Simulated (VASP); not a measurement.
Wanted: the native input for a VASP 6.6.1 run.

```yaml
Task: single point
Functional: LDA
Potentials_or_basis: VASP PAW LDA potentials, release 54 (Zn, Cd, Pt)
Cutoff: 520 eV
k_mesh: 7 × 7 × 7
Occupations: methfessel-paxton, width 0.1 eV
Spin: no spin polarisation
Hubbard_terms: Pt d U = 4 eV
Further_INCAR_settings: ALGO = Normal; EDIFF = 1e-07
```

The structure of ZnCdPt3 lies in POSCAR:

```
ZnCdPt3
4.1457
    0.999993361797      0.000000000000      0.000000000000
    0.000000000000      0.999993361797      0.000000000000
    0.000000000000      0.000000000000      0.999993361797
Zn Cd Pt
1 1 3
Direct
    0.0000000000      0.0000000000      0.0000000000
    0.5000000000      0.5000000000      0.5000000000
    0.5000000000      0.0000000000      0.0000000000
    0.0000000000      0.5000000000      0.0000000000
    0.0000000000      0.0000000000      0.5000000000
```

The cell was built by a generator and needn't be a form met in nature.

These files were run (other wordings do the same):

INCAR

```
ALGO = Normal
EDIFF = 1E-7
ENCUT = 520
GGA = CA
ISIF = 2
ISMEAR = 1
LASPH = T
LCHARG = F
LDAU = T
LDAUJ = 0 0 0
LDAUL = -1 -1 2
LDAUPRINT = 1
LDAUTYPE = 2
LDAUU = 0 0 4
LMAXMIX = 4
LREAL = F
LWAVE = F
NELM = 100
PREC = Accurate
SIGMA = 0.1
```

KPOINTS

```
k-points
0
Gamma
  7 7 7
```

Potentials or basis: VASP PAW LDA potentials, release 54 (Zn, Cd, Pt).

Launch:

```bash
$ cat potpaw_LDA.54/Zn/POTCAR potpaw_LDA.54/Cd/POTCAR potpaw_LDA.54/Pt/POTCAR > POTCAR
$ mpirun -np 1 vasp_std > vasp.out
```

It gave:

```json
{"Pressure": "56.0 GPa", "Band gap on the k mesh": "none (metal or under the smearing width)"}
```

Caveat: a pressure of tens of GPa on the cell as given is suspect, and the run, the potentials or the cell itself is likely at fault; U without spin polarisation on a metal has little footing; the U is typed as a test and isn't derived for this compound.

Run time: 49 s on 1 thread of AMD EPYC 7R43 64-Core Processor (Zen 3), on a shared host, peak memory 0.15 GiB.
